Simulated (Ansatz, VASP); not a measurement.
## ZnC2O2: VASP beside Ansatz

Contents of INCAR:

```
SYSTEM = ZnC2O2
PREC = Accurate
ENCUT = 520
EDIFF = 1E-7
ISMEAR = -1
SIGMA = 0.1
LREAL = .FALSE.
LASPH = .TRUE.
NELM = 100
ALGO = Normal
ISIF = 2
LWAVE = .FALSE.
LCHARG = .FALSE.
GGA = RE
NBANDS = 24
```

KPOINTS

```
regular mesh
0
G
  6 6 4
  0 0 0
```

File POSCAR:

```
ZnC2O2
1.0
    3.2656430000      0.0000000000      0.0000000000
   -1.6328210000      2.8281310000      0.0000000000
    0.0000000000      0.0000000000      4.8105250000
Zn O C
1 2 2
Direct
    0.0000000000      0.0000000000      0.0000000000
    0.3333000000      0.6667000000      0.2153000000
    0.6667000000      0.3333000000      0.7847000000
    0.3333000000      0.6667000000      0.4537000000
    0.6667000000      0.3333000000      0.5463000000
```

Input for Ansatz:

```yaml
crystal:
  lattice:
    - [3.265643, 0.0, 0.0]
    - [-1.632821, 2.828131, 0.0]
    - [0.0, 0.0, 4.810525]
  atoms:
    - { symbol: Zn, position: [0.0, 0.0, 0.0] }
    - { symbol: O, position: [0.3333, 0.6667, 0.2153] }
    - { symbol: O, position: [0.6667, 0.3333, 0.7847] }
    - { symbol: C, position: [0.3333, 0.6667, 0.4537] }
    - { symbol: C, position: [0.6667, 0.3333, 0.5463] }
  symmetry: { tolerance: 0.0003 }
kpoints:
  mp_grid: { grid: [6, 6, 4], shift: [0, 0, 0] }
magnetization:
  spin_polarized: false
scf:
  occupations: { method: fermi_dirac }
  lower_state_search: standard
hamiltonian:
  pseudopotentials: { kind: paw }
  xc: revpbe
basis:
  ecutwfc: 420
output:
  forces: true
  stress: true
  eigenvalues: true
  write_density: true
  write_potential: true
  elf: true
  volumetric_format: npy
```

The cell was built by a generator and needn't be a form met in nature.

Alike in both runs: task single point; functional revPBE; k mesh 6 × 6 × 4; no spin polarisation.

```csv
,VASP,Ansatz
version,VASP 6.6.1,Ansatz 0.2.0
potentials or method,"VASP PAW PBE potentials, release 64 (Zn, O, C)",PAW plane waves
plane-wave cutoff (eV),520,420
occupations,"fermi-dirac, width 0.1 eV",fermi-dirac
valence electrons in the cell,32,32
```

|  | VASP | Ansatz | Ansatz less VASP |
| --- | --- | --- | --- |
| gap on the k mesh at the Fermi level (eV) | none | none | - |
| rms of the force components (eV/Å) | 7.531 | 7.114 | -0.4164 |

Atom by atom the forces differ by 0.426 eV/Å (rms over components). A gap of «none» marks a metal or a gap that the smearing closes. Ansatz warned: «structure_snapped_to_symmetry».

Caveats: the k mesh is coarse (spacing up to 0.37 Å⁻¹), so the values aren't converged; the standard files for N, O and F lose accuracy on very short bonds; the PAW data sets were made with another functional, which shifts forces and pressure a little (VASP).
